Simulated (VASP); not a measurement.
Given:

```xyz
2
Lattice="0.0000 3.3167 3.3167 3.3167 0.0000 3.3167 3.3167 3.3167 0.0000" Properties=species:S:1:pos:R:3 pbc="T T T"
In     6.6333     6.6333     6.6333
Sb     1.6583     1.6583     1.6583
```

Computed with PBE GGA, VASP's PBE PAW potentials (set 64) (plane waves; VASP). Run with 520 eV cut-off, Gaussian smearing of 0.050 eV, potentials In_d Sb.

Q: Give the energies of bands 7 to 12 at the high-symmetry points, in eV from the Fermi level.

A: 
```json
[
 {"band": "7", "Γ": "-0.59", "X": "-5.63", "U": "-5.51", "L": "-5.31", "W": "-5.54"},
 {"band": "8", "Γ": "0.00", "X": "-2.04", "U": "-2.81", "L": "-0.90", "W": "-2.58"},
 {"band": "9", "Γ": "0.00", "X": "-2.04", "U": "-1.73", "L": "-0.90", "W": "-2.45"},
 {"band": "10", "Γ": "0.00", "X": "1.36", "U": "1.64", "L": "0.42", "W": "3.25"},
 {"band": "11", "Γ": "2.96", "X": "1.46", "U": "3.58", "L": "3.79", "W": "3.97"},
 {"band": "12", "Γ": "2.96", "X": "7.73", "U": "6.01", "L": "3.79", "W": "4.08"}
]
```

It has no gap at this level: it comes out as a metal or semimetal.

The compound is InSb in the zinc blende structure. It was relaxed first, which changed the volume by +7 %.
